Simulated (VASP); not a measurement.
OSZICAR of a VASP run on KMgF$_{3}$ (space group Pm-3m):

**OSZICAR**
```
       N       E                     dE             d eps       ncg     rms          rms(c)
DAV:   1    -0.231557252364E+03   -0.23156E+03   -0.15868E+04    48   0.124E+03
DAV:   2    -0.433342212228E+03   -0.20178E+03   -0.19934E+03    52   0.356E+02
DAV:   3    -0.441107995678E+03   -0.77658E+01   -0.77568E+01    64   0.627E+01
DAV:   4    -0.441169600829E+03   -0.61605E-01   -0.61511E-01    56   0.497E+00
DAV:   5    -0.324443531039E+02    0.40873E+03   -0.35266E+00    44   0.212E+01    0.938E+00
DAV:   6    -0.295991447859E+02    0.28452E+01   -0.89949E+00    44   0.244E+01    0.332E+00
DAV:   7    -0.297904772190E+02   -0.19133E+00   -0.13126E+00    48   0.805E+00    0.303E+00
DAV:   8    -0.297616973874E+02    0.28780E-01   -0.63453E-02    64   0.206E+00    0.168E+00
DAV:   9    -0.297499813486E+02    0.11716E-01   -0.32532E-02    48   0.162E+00    0.826E-01
DAV:  10    -0.297483033971E+02    0.16780E-02   -0.29392E-03    48   0.582E-01    0.478E-01
DAV:  11    -0.297475491281E+02    0.75427E-03   -0.97670E-04    48   0.295E-01    0.304E-01
DAV:  12    -0.297474426818E+02    0.10645E-03   -0.50636E-04    64   0.195E-01    0.189E-01
DAV:  13    -0.297474589611E+02   -0.16279E-04   -0.13776E-04    48   0.127E-01    0.115E-01
DAV:  14    -0.297474850458E+02   -0.26085E-04   -0.56241E-05    56   0.795E-02    0.679E-02
DAV:  15    -0.297475037028E+02   -0.18657E-04   -0.21489E-05    48   0.504E-02    0.414E-02
DAV:  16    -0.297475144929E+02   -0.10790E-04   -0.90983E-06    48   0.311E-02    0.253E-02
DAV:  17    -0.297475202602E+02   -0.57673E-05   -0.39124E-06    48   0.196E-02    0.156E-02
DAV:  18    -0.297475231570E+02   -0.28968E-05   -0.14434E-06    32   0.125E-02    0.958E-03
DAV:  19    -0.297475245529E+02   -0.13960E-05   -0.78166E-07    32   0.932E-03    0.604E-03
DAV:  20    -0.297475252357E+02   -0.68272E-06   -0.34467E-07    32   0.568E-03
   1 F= -.29747525E+02 E0= -.29747525E+02  d E =-.106847E-96
```

Task: Which electronic solver shows in the log?

Result: It is blocked Davidson (ALGO = Normal, or the opening steps of other solvers). The INCAR had ALGO = Normal.

Task: Can the final energy be trusted as converged?

Result: The run converged. It stopped with EDIFF = 1E-6, NELM = 100 (HSE06 screened hybrid, plane waves, VASP's PBE PAW potentials (set 64)).

The structure comes from a computed database's KMgF3 entry; how it stands against other phases isn't given here. The cell was not relaxed at this level. The k-mesh is coarse (spacing up to 0.79 per Å, 2π included), so the numbers may not be converged in it. The run is one of a series of settings (AEXX = 0.25, GGA = PE, HFSCREEN = 0.2, ISYM = 3, LHFCALC = .TRUE., PRECFOCK = Fast, KPOINTS 2×2×2 Γ-centred mesh shifted by (0.5, 0.5, 0.5) against the base run), some of them coarse on purpose.
